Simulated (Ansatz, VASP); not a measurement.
NbSi2B6: VASP beside Ansatz

INCAR

```
PREC = Accurate
ENCUT = 600
EDIFF = 1E-6
ISMEAR = 0
SIGMA = 0.1
LREAL = False
LASPH = True
NELM = 60
ALGO = Fast
ISIF = 3
LWAVE = False
LCHARG = False
GGA = PE
IBRION = 2
NSW = 100
EDIFFG = -0.01
```

KPOINTS

```
regular mesh
0
Gamma
  10 10 10
```

The input POSCAR:

```
NbSi2B6
1.0
    0.0000000000      3.5450352864      3.5450352864
    3.5450352864      0.0000000000      3.5450352864
    3.5450352864      3.5450352864      0.0000000000
Nb Si B
1 2 6
Direct
    0.0000000000      0.0000000000      0.0000000000
    0.2500000000      0.2500000000      0.2500000000
    0.7500000000      0.7500000000      0.7500000000
    0.6775661975      0.3224338025      0.3224338025
    0.3224338025      0.6775661975      0.3224338025
    0.3224338025      0.6775661975      0.6775661975
    0.6775661975      0.3224338025      0.6775661975
    0.3224338025      0.3224338025      0.6775661975
    0.6775661975      0.6775661975      0.3224338025
```

Input for Ansatz:

```yaml
crystal:
  lattice:
    - [0.0, 3.5450352864, 3.5450352864]
    - [3.5450352864, 0.0, 3.5450352864]
    - [3.5450352864, 3.5450352864, 0.0]
  atoms:
    - { symbol: Nb, position: [0.0, 0.0, 0.0] }
    - { symbol: Si, position: [0.25, 0.25, 0.25] }
    - { symbol: Si, position: [0.75, 0.75, 0.75] }
    - { symbol: B, position: [0.6775661975, 0.3224338025, 0.3224338025] }
    - { symbol: B, position: [0.3224338025, 0.6775661975, 0.3224338025] }
    - { symbol: B, position: [0.3224338025, 0.6775661975, 0.6775661975] }
    - { symbol: B, position: [0.6775661975, 0.3224338025, 0.6775661975] }
    - { symbol: B, position: [0.3224338025, 0.3224338025, 0.6775661975] }
    - { symbol: B, position: [0.6775661975, 0.6775661975, 0.3224338025] }
basis:
  ecutwfc: 420
kpoints:
  mp_grid: { grid: [10, 10, 10] }
hamiltonian:
  xc: pbe
scf:
  occupations: { method: gaussian, width: 0.1 }
output:
  forces: true
  stress: true
  eigenvalues: true
relax:
  adjacent_minimum: "off"
  f_tol: 0.01
  max_steps: 80
  cell: { stress_tol: 0.05 }
```

Change from the starting cell: species swapped into the Cs2GeF6 type (Fm-3m, No. 225).

Alike in both runs: task relaxation of cell and atoms; functional PBE; k mesh 10 × 10 × 10; occupations gaussian, width 0.1 eV; no spin polarisation.

```csv
,VASP,Ansatz
version,VASP 6.6.1,Ansatz 0.2.0
potentials or method,"VASP PAW PBE potentials, release 64 (Nb_sv, Si, B)","scalar-relativistic, plane waves, PAW"
plane-wave cutoff (eV),600,420
valence electrons in the cell,39,39
```

|  | VASP | Ansatz | Ansatz less VASP |
| --- | --- | --- | --- |
| gap on the k mesh at the Fermi level, each at its own relaxed structure (eV) | none | none | - |
| relaxed volume (Å³/atom) | 9.83 | 9.84 | +0.009 |
| relaxed cell length with the largest relative difference (Å) | 5.002 | 5.003 | +0.0015 |

A gap of «none» marks a metal or a gap that the smearing closes.
